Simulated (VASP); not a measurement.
# Ti2RuC3 (P-3m1) in VASP: band structure with PBE

Aim: the band structure of Ti2RuC3 with PBE.

All numbers are computed with VASP 6.6.1; they aren't measurements. Logs are shortened: lines on timing, memory, paths and dates and some standing lists are left out, and cuts for length are marked.

### 1 Starting point

The structure is trigonal, space group P-3m1 (No. 164). The conventional cell has a = 3.109 Å, b = 3.109 Å, c = 7.221 Å, α = 90.00°, β = 90.00°, γ = 120.00°. Around Ti (site symmetry 3m) lie 6 C at 2.16 to 2.19 Å. Ru (site symmetry -3m) is surrounded by 6 C at 2.13 Å. C (site symmetry 3m) has 3 Ru at 2.13 Å and 3 Ti at 2.16 Å as nearest neighbours. C (site symmetry -3m) has 6 Ti at 2.19 Å as nearest neighbours.

The cell was built by a generator and needn't be a form met in nature.

### 2 Band structure, PBE

Input file INCAR:

```
SYSTEM = Ti2RuC3
PREC = Accurate
ENCUT = 520
EDIFF = 1E-6
ISMEAR = 0
SIGMA = 0.1
LREAL = .FALSE.
LASPH = .TRUE.
NELM = 60
ALGO = Fast
ISIF = 2
LWAVE = .FALSE.
LCHARG = .FALSE.
LMAXMIX = 4
GGA = PE
```

Input file KPOINTS:

```
regular mesh
0
G
  12 12 4
  0 0 0
```

Input file POSCAR:

```
Ti2RuC3
1.0
    3.1094430000      0.0000000000      0.0000000000
   -1.5547210000      2.6928560000      0.0000000000
    0.0000000000      0.0000000000      7.2207900000
Ti Ru C
2 1 3
Direct
    0.3333330000      0.6666670000      0.6733400000
    0.6666670000      0.3333330000      0.3266600000
    0.0000000000      0.0000000000      0.0000000000
    0.3333330000      0.6666670000      0.1597100000
    0.6666670000      0.3333330000      0.8402900000
    0.0000000000      0.0000000000      0.5000000000
```

Input file KPOINTS_OPT:

```
path GMKGALHA,LM,KH
15
line-mode
reciprocal
 0.0000000000  0.0000000000  0.0000000000  G
 0.5000000000  0.0000000000  0.0000000000  M

 0.5000000000  0.0000000000  0.0000000000  M
 0.3333333333  0.3333333333  0.0000000000  K

 0.3333333333  0.3333333333  0.0000000000  K
 0.0000000000  0.0000000000  0.0000000000  G

 0.0000000000  0.0000000000  0.0000000000  G
 0.0000000000  0.0000000000  0.5000000000  A

 0.0000000000  0.0000000000  0.5000000000  A
 0.5000000000  0.0000000000  0.5000000000  L

 0.5000000000  0.0000000000  0.5000000000  L
 0.3333333333  0.3333333333  0.5000000000  H

 0.3333333333  0.3333333333  0.5000000000  H
 0.0000000000  0.0000000000  0.5000000000  A

 0.5000000000  0.0000000000  0.5000000000  L
 0.5000000000  0.0000000000  0.0000000000  M

 0.3333333333  0.3333333333  0.0000000000  K
 0.3333333333  0.3333333333  0.5000000000  H
```

Potentials or basis: VASP PAW PBE potentials, release 64 (Ti_sv, Ru_pv, C).

Launch:

```sh
cat potpaw_PBE.64/Ti_sv/POTCAR potpaw_PBE.64/Ru_pv/POTCAR potpaw_PBE.64/C/POTCAR > POTCAR
mpirun -np 1 vasp_std > vasp.out
```

OUTCAR:

```text
SYSTEM = Ti2RuC3
   PREC = Accurate
   ENCUT = 520
   EDIFF = 1E-6
   ISMEAR = 0
   LREAL = .FALSE.
   LASPH = .TRUE.
   NELM = 60
   ISIF = 2
   GGA = PE

 ion  position               nearest neighbor table
   1  0.333  0.667  0.673-   5 2.16   5 2.16   5 2.16   6 2.19   6 2.19   6 2.19   3 2.96   3 2.96
                             3 2.96
   2  0.667  0.333  0.327-   4 2.16   4 2.16   4 2.16   6 2.19   6 2.19   6 2.19   3 2.96   3 2.96
                             3 2.96
   3  0.000  0.000  0.000-   4 2.13   5 2.13   4 2.13   5 2.13   5 2.13   4 2.13   1 2.96   2 2.96
                             1 2.96   2 2.96   1 2.96   2 2.96
   4  0.333  0.667  0.160-   3 2.13   3 2.13   3 2.13   2 2.16   2 2.16   2 2.16
   5  0.667  0.333  0.840-   3 2.13   3 2.13   3 2.13   1 2.16   1 2.16   1 2.16
   6  0.000  0.000  0.500-   1 2.19   2 2.19   1 2.19   2 2.19   2 2.19   1 2.19

  LATTYP: Found a hexagonal cell.
 ALAT       =     3.1094430000
 C/A-ratio  =     2.3222133353

  Lattice vectors:

 A1 = (   3.1094430000,   0.0000000000,   0.0000000000)
 A2 = (  -1.5547210000,   2.6928560000,   0.0000000000)
 A3 = (   0.0000000000,   0.0000000000,   7.2207900000)

Analysis of symmetry for initial positions (statically):
=====================================================================
 Subroutine PRICEL returns:
 Original cell was already a primitive cell.

 Routine SETGRP: Setting up the symmetry group for a
 hexagonal supercell.

 Subroutine GETGRP returns: Found 12 space group operations
 (whereof 12 operations were pure point group operations)
 out of a pool of 24 trial point group operations.

The static configuration has the point symmetry D_3d.

Analysis of symmetry for dynamics (positions and initial velocities):
=====================================================================
 Subroutine PRICEL returns:
 Original cell was already a primitive cell.

 Routine SETGRP: Setting up the symmetry group for a
 hexagonal supercell.

 Subroutine GETGRP returns: Found 12 space group operations
 (whereof 12 operations were pure point group operations)
 out of a pool of 24 trial point group operations.

The dynamic configuration has the point symmetry D_3d.

 Subroutine INISYM returns: Found 12 space group operations
 (whereof 12 operations are pure point group operations),
 and found     1 'primitive' translations

----------------------------------------------------------------------------------------

                                     Primitive cell

  volume of cell :      60.4617

  direct lattice vectors                    reciprocal lattice vectors
     3.109443000  0.000000000  0.000000000     0.321601007  0.185676412  0.000000000
    -1.554721000  2.692856000  0.000000000     0.000000000  0.371352943  0.000000000
     0.000000000  0.000000000  7.220790000     0.000000000  0.000000000  0.138489002

  length of vectors
     3.109443000  3.109442205  7.220790000     0.371352848  0.371352943  0.138489002

  position of ions in fractional coordinates (direct lattice)
     0.333333000  0.666667000  0.673340000
     0.666667000  0.333333000  0.326660000
     0.000000000  0.000000000  0.000000000
     0.333333000  0.666667000  0.159710000
     0.666667000  0.333333000  0.840290000
     0.000000000  0.000000000  0.500000000

  ion indices of the primitive-cell ions
   primitive index   ion index
                 1           1
                 2           2
                 3           3
                 4           4
                 5           5
                 6           6

----------------------------------------------------------------------------------------

 KPOINTS: regular mesh

Automatic generation of k-mesh.
 Grid dimensions read from file:
 generate k-points for:   12   12    4

 Generating k-lattice:

  Cartesian coordinates                     Fractional coordinates (reciprocal lattice)
     0.026800084  0.015473034  0.000000000     0.083333333  0.000000000  0.000000000
     0.000000000  0.030946079  0.000000000     0.000000000  0.083333333  0.000000000
     0.000000000  0.000000000  0.034622250     0.000000000  0.000000000  0.250000000

  Length of vectors
     0.030946071  0.030946079  0.034622250

  Shift w.r.t. Gamma in fractional coordinates (k-lattice)
     0.000000000  0.000000000  0.000000000

 Subroutine IBZKPT returns following result:
 ===========================================

 Found     69 irreducible k-points:

 Following reciprocal coordinates:
            Coordinates               Weight
  0.000000  0.000000  0.000000      1.000000
  0.083333 -0.000000  0.000000      6.000000
  0.166667 -0.000000  0.000000      6.000000
  0.250000 -0.000000  0.000000      6.000000
  0.333333 -0.000000  0.000000      6.000000
  0.416667  0.000000  0.000000      6.000000
[... 16 lines left out ...]
  0.166667 -0.000000  0.250000      6.000000
  0.000000  0.166667  0.250000      6.000000
 [... further k-points ...]
   k-points           NKPTS =     69   k-points in BZ     NKDIM =     69   number of bands    NBANDS=     30
   number of dos      NEDOS =    301   number of ions     NIONS =      6
   total plane-waves  NPLWV =  31104
   dimension x,y,z NGX =    24 NGY =   24 NGZ =   54
   dimension x,y,z NGXF=    48 NGYF=   48 NGZF=  108
   ions per type =               2   1   3
   NGX,Y,Z   is equivalent  to a cutoff of  12.83, 12.83, 12.43 a.u.
   NGXF,Y,Z  is equivalent  to a cutoff of  25.66, 25.66, 24.87 a.u.
 SYSTEM =  Ti2RuC3
   PREC   = accura    normal or accurate (medium, high low for compatibility)
   ISTART =      0    job   : 0-new  1-cont  2-samecut
   ICHARG =      2    charge: 1-file 2-atom 10-const
   ISPIN  =      1    spin polarized calculation?
   LNONCOLLINEAR =      F non collinear calculations
   LSORBIT =      F    spin-orbit coupling
   LASPH  =      T    aspherical Exc in radial PAW
   ENCUT  =  520.0 eV  38.22 Ry    6.18 a.u.   5.78  5.78 13.43*2*pi/ulx,y,z
   NELM   =     60;   NELMIN=  2; NELMDL= -5     # of ELM steps
   EDIFF  = 0.1E-05   stopping-criterion for ELM
   LREAL  =      F    real-space projection
[... 7 lines left out ...]
   TEBEG  =    0.0;   TEEND  =   0.0 temperature during run
   PSTRESS=    0.0 pullay stress
   NELECT =      50.0000    total number of electrons
   NUPDOWN=      -1.0000    fix difference up-down
   EMIN   =  10.00;   EMAX   =-10.00  energy-range for DOS
   EFERMI =   0.00;   METHOD = LEGACY
   ISMEAR =     0;   SIGMA  =   0.10  broadening in eV -4-tet -1-fermi 0-gaus
   EFERMI_NEDOS =   21; number of points for ismear=-14 and -15
   IALGO  =     68    algorithm
   IMIX   =      4    mixing-type and parameters
     AMIX     =   0.40;   BMIX     =  1.00
     AMIX_MAG =   1.60;   BMIX_MAG =  1.00
  volume/ion in A,a.u.               =      10.08        68.00
  Fermi-wavevector in a.u.,A,eV,Ry     =   1.536637  2.903823 32.126811  2.361254
  Thomas-Fermi vector in A             =   2.643258
   LORBIT       =      0    0 simple, 1 ext, 2 COOP (PROOUT), +10 PAW based schemes
   GGA     = PE    functional components
   LHFCALC =     F    Hartree Fock is set to
   AEXX    =    0.0000 exact exchange contribution
   IVDW    =     0    specifies the selected vdW correction
   LEPSILON=     F    determine dielectric tensor
   LRPA    =     F    only Hartree local field effects (RPA)
 non-spin polarized calculation
 RMM-DIIS sequential band-by-band and
 Gauss-broadening in eV      SIGMA  =   0.10
  energy-cutoff  :      520.00
  volume of cell :       60.46
 maximum number of plane-waves:      1644
   NGX = 11   NGY = 11   NGZ = 27

 number of electron      49.9999996 magnetization

 Free energy of the ion-electron system (eV)
  ---------------------------------------------------
  ext. energy  EPLUGINS =         0.00000000
  ---------------------------------------------------
  free energy    TOTEN  =       -54.19215973 eV

  energy without entropy =      -54.17555386  energy(sigma->0) =      -54.18385680

 E-fermi :  10.5540     XC(G=0): -13.0430

 val. band max:       10.5375635582   @ k =   0.0833  -0.0000   0.0000
 cond. band min:      10.5846817914   @ k =   0.5000  -0.0000   0.2500
 fundamental gap:      0.0471182332
 Fermi energy:        10.5539702032

 k-point     1 :       0.0000    0.0000    0.0000
  band No.  band energies     occupation
      1     -46.5473      2.00000
      2     -46.5145      2.00000
      3     -32.9307      2.00000
      4     -32.6721      2.00000
      5     -32.6721      2.00000
      6     -23.0058      2.00000
[... 22 lines left out ...]
     29      11.6718      0.00000
     30      12.3645      0.00000

 k-point     2 :       0.0833   -0.0000    0.0000
  band No.  band energies     occupation
      1     -46.5441      2.00000
      2     -46.5123      2.00000
      3     -32.9284      2.00000
      4     -32.6867      2.00000
      5     -32.6756      2.00000
      6     -22.9986      2.00000
[... 22 lines left out ...]
     29      12.1648      0.00000
     30      12.7326      0.00000

 k-point     3 :       0.1667   -0.0000    0.0000
  band No.  band energies     occupation
      1     -46.5353      2.00000
      2     -46.5064      2.00000
      3     -32.9222      2.00000
      4     -32.7264      2.00000
      5     -32.6850      2.00000
      6     -22.9790      2.00000
[... 22 lines left out ...]
     29      12.3788      0.00000
     30      12.5139      0.00000

 k-point     4 :       0.2500   -0.0000    0.0000
  band No.  band energies     occupation
      1     -46.5230      2.00000
      2     -46.4985      2.00000
      3     -32.9138      2.00000
      4     -32.7803      2.00000
      5     -32.6980      2.00000
      6     -22.9536      2.00000
[... 616 lines left out ...]
     29      12.1460      0.00000
     30      12.2956      0.00000

 k-point    23 :       0.1667   -0.0000    0.2500
  band No.  band energies     occupation
      1     -46.5354      2.00000
      2     -46.5063      2.00000
      3     -32.9222      2.00000
      4     -32.7264      2.00000
      5     -32.6850      2.00000
      6     -22.9769      2.00000
[... 22 lines left out ...]
     29      12.3142      0.00000
     30      12.6153      0.00000

 k-point    24 :       0.0000    0.1667    0.2500
  band No.  band energies     occupation
      1     -46.5354      2.00000
      2     -46.5063      2.00000
      3     -32.9222      2.00000
      4     -32.7264      2.00000
      5     -32.6850      2.00000
      6     -22.9764      2.00000
[... 22 lines left out ...]
     29      12.2647      0.00000
     30      12.3739      0.00000

 [... further k-points ...]

------------------------ aborting loop because EDIFF is reached ----------------------------------------

  FORCE on cell =-STRESS in cart. coord.  units (eV):
  Direction    XX          YY          ZZ          XY          YZ          ZX
  --------------------------------------------------------------------------------------
  -------------------------------------------------------------------------------------
  Total       -0.0427782     -0.0427782     -0.0403158     -0.0000000      0.0000000     -0.0000000
  in kB       -1.1335824     -1.1335818     -1.0683307     -0.0000002      0.0000000     -0.0000000
  external PRESSURE =      -1.1118316 kB  Pullay stress =       0.0000000 kB

 VOLUME and BASIS-vectors are now :
 -----------------------------------------------------------------------------
  energy-cutoff  :      520.00
  volume of cell :       60.46
      direct lattice vectors                 reciprocal lattice vectors
     3.109443000  0.000000000  0.000000000     0.321601007  0.185676412  0.000000000
    -1.554721000  2.692856000  0.000000000     0.000000000  0.371352943  0.000000000
     0.000000000  0.000000000  7.220790000     0.000000000  0.000000000  0.138489002

 POSITION                                       TOTAL-FORCE (eV/Angst)
 -----------------------------------------------------------------------------------
     -0.00000      1.79524      4.86205         0.000000     -0.000000      0.001360
      1.55472      0.89762      2.35874        -0.000000      0.000000     -0.001360
      0.00000      0.00000      0.00000        -0.000000      0.000000      0.000000
     -0.00000      1.79524      1.15323        -0.000000      0.000000     -0.001270
      1.55472      0.89762      6.06756        -0.000000     -0.000000      0.001270
      0.00000      0.00000      3.61040        -0.000000      0.000000      0.000000
 -----------------------------------------------------------------------------------
    total drift:                                0.000000      0.000000      0.000000

  FREE ENERGIE OF THE ION-ELECTRON SYSTEM (eV)
  ---------------------------------------------------
  free  energy   TOTEN  =       -54.1921597296 eV

  energy  without entropy=      -54.1755538629  energy(sigma->0) =      -54.18385680
```

Wall time 8.8 min (1 thread of AMD EPYC 7R13 (Zen 3), shared host); peak memory 0.3 GiB.

What came out:

| Item | Value |
| --- | --- |
| Free energy | -54.1922 eV |
| Pressure | -0.1 GPa |
| Band gap along the path | none (metal or under the smearing width) |

Levels at the corners of the path, in eV from the Fermi level:
```csv
point,band 21,band 22,band 23,band 24,band 25,band 26,band 27,band 28,band 29,band 30
Γ,-2.31,-2.31,-0.82,0.32,0.32,0.71,0.71,1.10,1.12,1.12
M,-3.19,-3.11,-1.04,-0.66,-0.59,-0.13,1.23,1.44,1.66,2.40
M,-3.19,-3.11,-1.04,-0.66,-0.59,-0.13,1.23,1.44,1.66,2.40
K,-3.39,-3.39,-2.59,-1.18,0.12,0.12,1.94,1.96,1.96,3.01
K,-3.39,-3.39,-2.59,-1.18,0.12,0.12,1.94,1.96,1.96,3.01
Γ,-2.31,-2.31,-0.82,0.32,0.32,0.71,0.71,1.10,1.12,1.12
Γ,-2.31,-2.31,-0.82,0.32,0.32,0.71,0.71,1.10,1.12,1.12
A,-1.95,-1.95,-1.85,-1.85,-1.81,0.68,0.68,1.00,1.60,2.08
A,-1.95,-1.95,-1.85,-1.85,-1.81,0.68,0.68,1.00,1.60,2.08
L,-3.26,-2.42,-2.10,-0.90,-0.63,0.28,0.36,2.23,2.38,2.65
L,-3.26,-2.42,-2.10,-0.90,-0.63,0.28,0.36,2.23,2.38,2.65
H,-3.62,-3.62,-2.77,-1.02,0.34,0.34,1.97,1.97,1.99,2.77
H,-3.62,-3.62,-2.77,-1.02,0.34,0.34,1.97,1.97,1.99,2.77
A,-1.95,-1.95,-1.85,-1.85,-1.81,0.68,0.68,1.00,1.60,2.08
L,-3.26,-2.42,-2.10,-0.90,-0.63,0.28,0.36,2.23,2.38,2.65
M,-3.19,-3.11,-1.04,-0.66,-0.59,-0.13,1.23,1.44,1.66,2.40
K,-3.39,-3.39,-2.59,-1.18,0.12,0.12,1.94,1.96,1.96,3.01
H,-3.62,-3.62,-2.77,-1.02,0.34,0.34,1.97,1.97,1.99,2.77
```
